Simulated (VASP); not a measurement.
Here is the system:

```
CELL_PARAMETERS angstrom
      0.00000     3.57150     3.57150
      3.57150     0.00000     3.57150
      3.57150     3.57150     0.00000
ATOMIC_POSITIONS crystal
  Rb 0.00000 0.00000 0.00000
  Br 0.50000 0.50000 0.50000
```

Method: vdW-DF2, VASP's PBE PAW potentials (set 64) (plane waves; VASP 6.6.1). Run with 520 eV cut-off, 7×7×7 Γ-centred mesh, Gaussian smearing of 0.050 eV, potentials Rb_sv Br.

Task: Estimate the energy per atom (σ→0), band gap (on the k-mesh) with the smallest direct gap where there is one.

Result: 
| Property | Value |
|---|---|
| band gap (on the k-mesh) | 3.65 eV |
| smallest direct gap (on the k-mesh) | 3.65 eV |
| energy per atom (σ→0) | -129.2 kJ/mol-atom |

The absolute energy has meaning only against runs of the same code, potentials and settings.

The compound is RbBr in the rock salt structure. This cell is one point of a volume scan, at 1.06 of the reference volume.
